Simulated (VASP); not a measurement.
Input:

```
HgTe
1.0
    0.00000     3.23000     3.23000
    3.23000     0.00000     3.23000
    3.23000     3.23000     0.00000
Hg Te
1 1
Direct
  0.00000   0.00000   0.00000
  0.25000   0.25000   0.25000
```

Method: PBE GGA with D4 dispersion, VASP's PBE PAW potentials (set 64) (plane waves; VASP). Run with 520 eV cut-off, 7×7×7 Γ-centred mesh, Gaussian smearing of 0.050 eV, potentials Hg Te.

Energy and stress use the plane-wave basis of the starting cell.

Q: The ions, cell shape and volume are relaxed. Give the cell that the relaxation ends in.

A: 
```
HgTe
1.0
    0.00000     3.27357     3.27357
    3.27357     0.00000     3.27357
    3.27357     3.27357     0.00000
Hg Te
1 1
Cartesian
  0.00000   0.00000   0.00000
  1.63678   1.63678   1.63678
```
Space group F-43m (216), at a tolerance of 0.03 Å.

Q: How do energy and volume change from the first to the last step?

A: The energy (σ→0) changes by -7.4 meV/atom and the volume by +4.1 %, in 3 ionic steps.

The compound is HgTe in the zinc blende structure. This run relaxes it. Symmetry was kept, so distortions that lower it aren't found.
